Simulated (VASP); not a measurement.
Here is the system:

```xyz
4
Lattice="3.1463 0.0000 0.0000 -1.5731 2.7247 0.0000 0.0000 0.0000 5.6623" Properties=species:S:1:pos:R:3 pbc="T T T"
Hf     0.0000     0.0000     0.0000
Hf     0.0000     0.0000     2.8312
N      0.0000     1.8165     1.4156
N      1.5731     0.9082     4.2467
```

Computed with PBE GGA, VASP's PBE PAW potentials (set 64) (plane waves; VASP). Numerical set-up: 520 eV cut-off, 13×13×6 Γ-centred mesh, tetrahedra with Blöchl corrections, potentials Hf_pv N.

The cores are frozen, which limits the accuracy of field gradients.

Question: Give the principal components of the electric field gradient (V/Å²) and the asymmetry η at each nucleus.

Answer: 
```json
[
 {"atom": "Hf1", "Vxx": "74.8", "Vyy": "74.8", "Vzz": "-149.7", "η": "0.00"},
 {"atom": "Hf2", "Vxx": "74.8", "Vyy": "74.8", "Vzz": "-149.7", "η": "0.00"},
 {"atom": "N3", "Vxx": "-6.4", "Vyy": "-6.4", "Vzz": "12.9", "η": "0.00"},
 {"atom": "N4", "Vxx": "-6.4", "Vyy": "-6.4", "Vzz": "12.9", "η": "0.00"}
]
```

The structure was generated: HfN was put into the NiAs type type (P6_3/mmc), which need not be its known phase. It was relaxed first, which changed the volume by -33 %.
